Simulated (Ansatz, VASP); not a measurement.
## AlB2P3: VASP beside Ansatz

```
Al B P
1.0
     0.00000    0.00000    5.72848
     5.94853    0.00000    0.00000
    -2.97427    5.15158    0.00000
Al B P
2 4 6
Direct
  0.00407 0.66667 0.33333
  0.00407 0.33333 0.66667
  0.99419 0.00000 0.00000
  0.50309 0.32220 0.00000
  0.50309 0.00000 0.32220
  0.50309 0.67780 0.67780
  0.36080 0.00000 0.00000
  0.41085 0.66667 0.33333
  0.41085 0.33333 0.66667
  0.85196 0.29515 0.00000
  0.85196 0.00000 0.29515
  0.85196 0.70485 0.70485
```

Alike in both runs: task single point; functional PBE; k mesh 2 × 3 × 3; occupations gaussian, width 0.1 eV; no spin polarisation.

|  | VASP | Ansatz |
| --- | --- | --- |
| version | VASP 6.6.1 | Ansatz 0.2.0 |
| potentials or method | VASP PAW PBE potentials, release 64 (Al, B, P) | scalar-relativistic, plane waves, PAW |
| plane-wave cutoff (eV) | 520 | 420 |
| valence electrons in the cell | 48 | 48 |

|  | VASP | Ansatz | Ansatz less VASP |
| --- | --- | --- | --- |
| gap on the k mesh at the Fermi level (eV) | 1.06 | 1.06 | +0.001 |
| least direct gap on the mesh (eV) | 1.10 | 1.10 | +0.004 |
| pressure (GPa) | -0.1 | 0.0 | +0.16 |
| rms of the force components (eV/Å) | 0.022 | 0.023 | +0.0008 |

Atom by atom the forces differ by 0.003 eV/Å (rms over components). With one functional, cell and mesh, what is left measures potentials, basis and numerics.

Caveats: the k mesh is coarse (spacing up to 0.55 Å⁻¹), so the values aren't converged; an odd mesh through Γ misses points on the zone boundary, where band edges often lie.
